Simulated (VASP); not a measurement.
Set up this calculation in VASP 6.6.1, as the native input.

```yaml
Task: single point
Functional: PBE
Potentials_or_basis: VASP PAW PBE potentials, release 64 (Sb, Pd)
Cutoff: 520 eV
k_mesh: 4 × 4 × 4
Occupations: gaussian, width 0.1 eV
Spin: no spin polarisation
Dipole_correction: no
Further_INCAR_settings: ALGO = Normal; EDIFF = 1e-06; NBANDS = 30
```

The structure of SbPd4 lies in POSCAR:

```
SbPd4
1.0
   -2.9599755397      2.9599755397      2.9599755397
    2.9599755397     -2.9599755397      2.9599755397
    2.9599755397      2.9599755397     -2.9599755397
Sb Pd
1 4
Direct
    0.0000000000      0.0000000000      0.0000000000
    0.5000000000      0.5000000000      0.5000000000
    0.5000000000      0.0000000000      0.0000000000
    0.0000000000      0.0000000000      0.5000000000
    0.0000000000      0.5000000000      0.0000000000
```

The cell was built by a generator and needn't be a form met in nature.

The cell isn't the ideal one: species swapped into the Hg4Pt type (Im-3m, No. 229).

The input as run:

INCAR

```
SYSTEM = SbPd4
  ALGO = Normal
  EDIFF = 1E-6
  ENCUT = 520
  GGA = PE
  ISIF = 2
  ISMEAR = 0
  LASPH = .True.
  LCHARG = .False.
  LREAL = .False.
  LWAVE = .False.
  NBANDS = 30
  NELM = 80
  PREC = Accurate
  SIGMA = 0.1
```

KPOINTS

```
k-points
0
Gamma
  4 4 4
  0 0 0
```

Potentials or basis: VASP PAW PBE potentials, release 64 (Sb, Pd).

Command:

```sh
$ cat potpaw_PBE.64/Sb/POTCAR potpaw_PBE.64/Pd/POTCAR > POTCAR
$ mpirun -np 1 vasp_std > vasp.out
```

It gave:

```yaml
Pressure: 0.2 GPa
Band_gap_on_the_k_mesh: none (metal or under the smearing width)
```

Caveat: the k mesh is coarse (spacing up to 0.38 Å⁻¹), so the values aren't converged.

Run time: 16 s on 1 thread of AMD EPYC 9R45 (Zen 5) (shared host), peak memory 0.2 GiB.
